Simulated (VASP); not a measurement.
# AlHBrClO: harmonic vibrations of a molecule, by dispersion

AlHBrClO, molecule in box, 5 atoms in the cell.

| Dispersion | Zero-point energy (eV) | Vibrational entropy at 298 K (meV/K) | Displaced cells | Ionic steps, all stages | Electronic steps, all stages |
|---|---|---|---|---|---|
| none | 0.438 | 0.475 | 30 | 67 | 1059 |
| D4 | 0.439 | 0.475 | 30 | 65 | 1034 |

## Input of the first row

INCAR.step1:
```
SYSTEM = AlHBrClO
PREC = Accurate ; ENCUT = 400
EDIFF = 1E-8 ; ISMEAR = 0
SIGMA = 0.01 ; ISYM = 0
LREAL = .False. ; LASPH = .True.
NELM = 100 ; ALGO = Normal
LWAVE = .False. ; LCHARG = .False.
IBRION = 2 ; NSW = 60
ISIF = 2 ; EDIFFG = -0.002
POTIM = 0.5
```

INCAR.step2, as INCAR.step1 but for:
```
- IBRION = 2
- NSW = 60
- ISIF = 2
- EDIFFG = -0.002
- POTIM = 0.5
+ IBRION = 5
+ NFREE = 2
+ POTIM = 0.015
+ NSW = 1
```

KPOINTS:
```
k-points
0
Gamma
  1 1 1
```

POSCAR.step1:
```
AlHBrClO
1.0
   12.0000000000      0.0000000000      0.0000000000
    0.0000000000     13.0000000000      0.0000000000
    0.0000000000      0.0000000000     12.0000000000
O Al Cl Br H
1 1 1 1 1
Direct
    0.5514583300      0.5907076900      0.5377083300
    0.5220416700      0.4658384600      0.5181583300
    0.5932166700      0.3590692300      0.6246750000
    0.4089500000      0.4139000000      0.3809916700
    0.5216250000      0.6441615400      0.4918000000
```

Commands (each step's output is kept before the next begins):
```
cat potpaw_PBE.64/O/POTCAR potpaw_PBE.64/Al/POTCAR potpaw_PBE.64/Cl/POTCAR potpaw_PBE.64/Br/POTCAR potpaw_PBE.64/H/POTCAR > POTCAR
cp INCAR.step1 INCAR
cp POSCAR.step1 POSCAR
mpirun -np 4 vasp_gam > vasp.out
cp CONTCAR POSCAR
cp INCAR.step2 INCAR
mpirun -np 4 vasp_gam > vasp.out
```

Changes of the last row against the first:
```
(all steps)
+ GGA = PE
+ IVDW = 13
```

VASP 6.6.1 took 1260 s on 4 cores (Intel Xeon Platinum 8375C @ 2.90GHz (Ice Lake)), a shared host.
